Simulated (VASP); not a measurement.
# Cd4TeO3 (I-42m) in VASP: phonons with PBE

Aim: the phonons of Cd4TeO3 with PBE.

Program: VASP 6.6.1. These are calculated values, not measurements. Logs are shortened: lines on timing, memory, paths and dates and some standing lists are left out, and cuts for length are marked.

## (1) The crystal as given

Symmetry: I-42m, No. 121, tetragonal system. Conventional cell: a = 5.656 Å, b = 5.656 Å, c = 10.216 Å, α = 90.00°, β = 90.00°, γ = 90.00°. Around Cd (site symmetry m) lie 3 O at 2.24 to 2.28 Å. Te (site symmetry -42m) is surrounded by 4 Cd at 2.78 Å. O (site symmetry -42m) is surrounded by 4 Cd at 2.24 Å. O (site symmetry -4) has 4 Cd at 2.28 Å as nearest neighbours.

The cell was built by a generator and needn't be a form met in nature.

## (2) Phonons, PBE

POSCAR reads:

```
Cd4TeO3
1.0
   -2.8282100000      2.8282100000      5.1080600000
    2.8282100000     -2.8282100000      5.1080600000
    2.8282100000      2.8282100000     -5.1080600000
Cd Te O
4 1 3
Direct
    0.1452900000      0.1452900000      0.5848680000
    0.5604220000      0.5604220000      0.4151320000
    0.4395780000      0.8547100000      0.0000000000
    0.8547100000      0.4395780000      0.0000000000
    0.0000000000      0.0000000000      0.0000000000
    0.5000000000      0.5000000000      0.0000000000
    0.7500000000      0.2500000000      0.5000000000
    0.2500000000      0.7500000000      0.5000000000
```

INCAR.step1 reads:

```
SYSTEM = Cd4TeO3
  PREC = Accurate
  ENCUT = 520
  EDIFF = 1E-8
  ISMEAR = 0
  SIGMA = 0.1
  LREAL = .False.
  LASPH = .True.
  NELM = 60
  ALGO = Normal
  ISIF = 3
  LWAVE = .False.
  LCHARG = .False.
  GGA = PE
  KPAR = 8
  IBRION = 2
  NSW = 40
  EDIFFG = -0.002
```

INCAR.step2 reads:

```
SYSTEM = Cd4TeO3
  PREC = Accurate
  ENCUT = 520
  EDIFF = 1E-8
  ISMEAR = 0
  SIGMA = 0.1
  LREAL = .False.
  LASPH = .True.
  NELM = 60
  ALGO = Normal
  ISIF = 2
  LWAVE = .False.
  LCHARG = .False.
  GGA = PE
  KPAR = 8
  IBRION = 6
  NFREE = 2
  POTIM = 0.015
  NSW = 1
```

KPOINTS reads:

```
regular mesh
0
Gamma
  7 7 7
  0 0 0
```

Potentials or basis: VASP PAW PBE potentials, release 64 (Cd, Te, O).

Launch:

```console
> cat potpaw_PBE.64/Cd/POTCAR potpaw_PBE.64/Te/POTCAR potpaw_PBE.64/O/POTCAR > POTCAR
> cp INCAR.step1 INCAR
> mpirun -np 8 vasp_std > vasp.out
> cp CONTCAR POSCAR
> cp INCAR.step2 INCAR
> mpirun -np 8 vasp_std > vasp.out
```

OUTCAR:

```text
SYSTEM = Cd4TeO3
   PREC = Accurate
   ENCUT = 520
   EDIFF = 1E-8
   ISMEAR = 0
   LREAL = .False.
   LASPH = .True.
   NELM = 60
   ISIF = 2
   GGA = PE
   IBRION = 6
   NFREE = 2
   POTIM = 0.015
   NSW = 1

 ion  position               nearest neighbor table
   1  0.145  0.145  0.585-   6 2.24   7 2.28   8 2.28   5 2.78   2 3.32   4 3.56   3 3.56   3 3.56
                             4 3.56
   2  0.560  0.560  0.415-   6 2.24   7 2.28   8 2.28   5 2.78   1 3.32   4 3.56   3 3.56   3 3.56
                             4 3.56
   3  0.440  0.855  0.000-   6 2.24   7 2.28   8 2.28   5 2.78   4 3.32   2 3.56   2 3.56   1 3.56
                             1 3.56
   4  0.855  0.440  0.000-   6 2.24   8 2.28   7 2.28   5 2.78   3 3.32   2 3.56   2 3.56   1 3.56
                             1 3.56
   5  0.000  0.000  0.000-   1 2.78   2 2.78   4 2.78   3 2.78
   6  0.500  0.500  0.000-   1 2.24   3 2.24   4 2.24   2 2.24
   7  0.750  0.250  0.500-   2 2.28   4 2.28   3 2.28   1 2.28
   8  0.250  0.750  0.500-   2 2.28   3 2.28   4 2.28   1 2.28

  LATTYP: Found a body centered tetragonal cell.
 ALAT       =     5.6557091639
 C/A-ratio  =     1.8063408682

  Lattice vectors:

 A1 = (  -2.8278545820,   2.8278545820,   5.1080693007)
 A2 = (   2.8278545820,  -2.8278545820,   5.1080693007)
 A3 = (   2.8278545820,   2.8278545820,  -5.1080693007)

Analysis of symmetry for initial positions (statically):
=====================================================================
 Subroutine PRICEL returns:
 Original cell was already a primitive cell.

 Routine SETGRP: Setting up the symmetry group for a
 body centered tetragonal supercell.

 Subroutine GETGRP returns: Found  8 space group operations
 (whereof  8 operations were pure point group operations)
 out of a pool of 16 trial point group operations.

The static configuration has the point symmetry D_2d.

Analysis of symmetry for dynamics (positions and initial velocities):
=====================================================================
 Subroutine PRICEL returns:
 Original cell was already a primitive cell.

 Routine SETGRP: Setting up the symmetry group for a
 body centered tetragonal supercell.

 Subroutine GETGRP returns: Found  8 space group operations
 (whereof  8 operations were pure point group operations)
 out of a pool of 16 trial point group operations.

The dynamic configuration has the point symmetry D_2d.

 Subroutine INISYM returns: Found  8 space group operations
 (whereof  8 operations are pure point group operations),
 and found     1 'primitive' translations

----------------------------------------------------------------------------------------

                                     Primitive cell

  volume of cell :     163.3920

  direct lattice vectors                    reciprocal lattice vectors
    -2.827854582  2.827854582  5.108069301     0.000000000  0.176812486  0.097884342
     2.827854582 -2.827854582  5.108069301     0.176812486  0.000000000  0.097884342
     2.827854582  2.827854582 -5.108069301     0.176812486  0.176812486  0.000000000

  length of vectors
     6.487364261  6.487364261  6.487364261     0.202098985  0.202098985  0.250050616

  position of ions in fractional coordinates (direct lattice)
     0.145330215  0.145330215  0.584959619
     0.560370596  0.560370596  0.415040381
     0.439629404  0.854669785  0.000000000
     0.854669785  0.439629404  0.000000000
     0.000000000  0.000000000  0.000000000
     0.500000000  0.500000000  0.000000000
     0.750000000  0.250000000  0.500000000
     0.250000000  0.750000000  0.500000000

  ion indices of the primitive-cell ions
   primitive index   ion index
                 1           1
[... 109 lines left out ...]
   LRPA    =     F    only Hartree local field effects (RPA)
 finite differences with symmetry
 non-spin polarized calculation
 Gauss-broadening in eV      SIGMA  =   0.10
  energy-cutoff  :      520.00
  volume of cell :      163.39
 maximum number of plane-waves:      4439
   NGX = 25   NGY = 25   NGZ = 25

--------------------------------------- Ionic step        1  -------------------------------------------

 number of electron      71.9999986 magnetization

 Free energy of the ion-electron system (eV)
  ---------------------------------------------------
  ext. energy  EPLUGINS =         0.00000000
  ---------------------------------------------------
  free energy    TOTEN  =       -27.15956999 eV

  energy without entropy =      -27.15860377  energy(sigma->0) =      -27.15908688

------------------------ aborting loop because EDIFF is reached ----------------------------------------

  FORCE on cell =-STRESS in cart. coord.  units (eV):
  Direction    XX          YY          ZZ          XY          YZ          ZX
  --------------------------------------------------------------------------------------
  -------------------------------------------------------------------------------------
  Total        0.0019346      0.0019346      0.0079200      0.0000000     -0.0000000      0.0000000
  in kB        0.0189698      0.0189698      0.0776609      0.0000000     -0.0000000      0.0000000
  external PRESSURE =       0.0385335 kB  Pullay stress =       0.0000000 kB
[... 107 lines left out ...]
  FREE ENERGIE OF THE ION-ELECTRON SYSTEM (eV)
  ---------------------------------------------------
  free  energy   TOTEN  =       -27.1588635822 eV

  energy  without entropy=      -27.1578990005  energy(sigma->0) =      -27.15838129

[... ionic steps 4 to 14 ...]

--------------------------------------- Ionic step       15  -------------------------------------------

 number of electron      71.9999985 magnetization

------------------------ aborting loop because EDIFF is reached ----------------------------------------
[... 79 lines left out ...]
--------------------------------------- Ionic step       17  -------------------------------------------

 number of electron      71.9999987 magnetization

 Free energy of the ion-electron system (eV)
  ---------------------------------------------------
  ext. energy  EPLUGINS =         0.00000000
  ---------------------------------------------------
  free energy    TOTEN  =       -27.15898292 eV

  energy without entropy =      -27.15801662  energy(sigma->0) =      -27.15849977

 E-fermi :   1.2587     XC(G=0):  -9.6997

 val. band max:        1.1922433701   @ k =   0.0000   0.0000   0.0000
 cond. band min:       1.7819446830   @ k =   0.0000   0.1429   0.0000
 fundamental gap:      0.5897013128
 Fermi energy:         1.2586939440

 k-point     1 :       0.0000    0.0000    0.0000
  band No.  band energies     occupation
      1     -15.5124      2.00000
      2     -15.2271      2.00000
      3     -15.1295      2.00000
      4      -9.1176      2.00000
      5      -6.3119      2.00000
      6      -6.1874      2.00000
[... 1093 lines left out ...]
     42       7.1233      0.00000
     43       7.7192      0.00000

 [... further k-points ...]

------------------------ aborting loop because EDIFF is reached ----------------------------------------

  FORCE on cell =-STRESS in cart. coord.  units (eV):
  Direction    XX          YY          ZZ          XY          YZ          ZX
  --------------------------------------------------------------------------------------
  -------------------------------------------------------------------------------------
  Total        0.0152250     -0.0065996      0.0072347      0.0478424      0.0000000      0.0000000
  in kB        0.1492926     -0.0647138      0.0709414      0.4691293      0.0000000      0.0000000
  external PRESSURE =       0.0518401 kB  Pullay stress =       0.0000000 kB
[... 23 lines left out ...]
  FREE ENERGIE OF THE ION-ELECTRON SYSTEM (eV)
  ---------------------------------------------------
  free  energy   TOTEN  =       -27.1589829187 eV

  energy  without entropy=      -27.1580166200  energy(sigma->0) =      -27.15849977

 INTERNAL STRAIN TENSORS FROM DISPLACED ATOMS
 ============================================

 INTERNAL STRAIN TENSOR FOR ION    1 for displacements in x,y,z  (eV/Angst):
          X           Y           Z          XY          YZ          ZX
  --------------------------------------------------------------------------------
  x    -1.41965    -0.28274     0.09247     0.37607     5.58946     0.31466
  y    -0.28274    -1.41965     0.09247     0.37608     0.31466     5.58946
  z    -0.05923    -0.05923     4.28074     5.04960     0.31227     0.31227

 INTERNAL STRAIN TENSOR FOR ION    8 for displacements in x,y,z  (eV/Angst):
          X           Y           Z          XY          YZ          ZX
  --------------------------------------------------------------------------------
  x     0.00000     0.00000     0.00000     0.00000    -4.21759     0.55634
  y     0.00000     0.00000     0.00000     0.00000    -0.55634    -4.21758
  z     0.72746    -0.72746     0.00000    -3.18999     0.00000     0.00000

 Eigenvectors and eigenvalues of the dynamical matrix
 ----------------------------------------------------

   1 f  =   12.030395 THz    75.589203 2PiTHz  401.290791 cm-1    49.753695 meV
             X         Y         Z           dx          dy          dz
      1.654181  1.654181 -1.503301     0.051882    0.051882    0.050661
      1.173674  1.173674  3.604769    -0.051882   -0.051882    0.050661
      1.173674 -1.173674  6.611370     0.051882   -0.051882    0.050661
     -1.173674  1.173674  6.611370    -0.051882    0.051882    0.050661
      0.000000  0.000000  0.000000    -0.000000   -0.000000    0.002742
      0.000000  0.000000  5.108069     0.000000   -0.000000   -0.942854
      0.000000  2.827855  2.554035    -0.000000   -0.000000    0.199021
      2.827855  0.000000  2.554035     0.000000    0.000000    0.199021
[... 243 lines left out ...]
  24 f/i=    0.006339 THz     0.039830 2PiTHz    0.211449 cm-1     0.026216 meV
             X         Y         Z           dx          dy          dz
      1.654181  1.654181 -1.503301     0.290413    0.308076    0.001718
      1.173674  1.173674  3.604769     0.290413    0.308076   -0.001718
      1.173674 -1.173674  6.611370     0.291932    0.309508   -0.000050
     -1.173674  1.173674  6.611370     0.291932    0.309508    0.000050
      0.000000  0.000000  0.000000     0.308758    0.327441    0.000000
      0.000000  0.000000  5.108069     0.109760    0.116401    0.000000
      0.000000  2.827855  2.554035     0.109820    0.116592    0.000000
      2.827855  0.000000  2.554035     0.109946    0.116473    0.000000

 ELASTIC MODULI CONTR FROM IONIC RELAXATION (kBar)
 Direction    XX          YY          ZZ          XY          YZ          ZX
 --------------------------------------------------------------------------------
 XX         -12.5686     -1.4282     -5.1506     -0.0000     -0.0000      0.0000
 YY          -1.4282    -12.5686     -5.1506     -0.0000      0.0000     -0.0000
 ZZ          -5.1506     -5.1506    -91.2943      0.0000      0.0000      0.0000
 XY          -0.0000     -0.0000      0.0000   -307.3313     -0.0000      0.0000
 YZ          -0.0000      0.0000      0.0000      0.0000   -324.2203     -0.0000
 ZX           0.0000     -0.0000      0.0000      0.0000     -0.0000   -324.2203
 --------------------------------------------------------------------------------
```

It took 42 min on 8 MPI ranks of Intel Xeon Platinum 8488C (Sapphire Rapids), shared host; peak memory 1.7 GiB.

Results:

- Highest phonon frequency at Γ, LO-TO splitting left out: 401 cm⁻¹

Phonon frequencies in cm⁻¹ (negative: imaginary):
```
              q point                                                                          frequencies
(0.000, 0.000, 0.000)  0 0 0 51 51 76 80 82 82 122 145 147 154 154 162 289 311 311 313 359 359 369 369 401
```

Spin-orbit coupling is left out, which matters for the levels of Te.
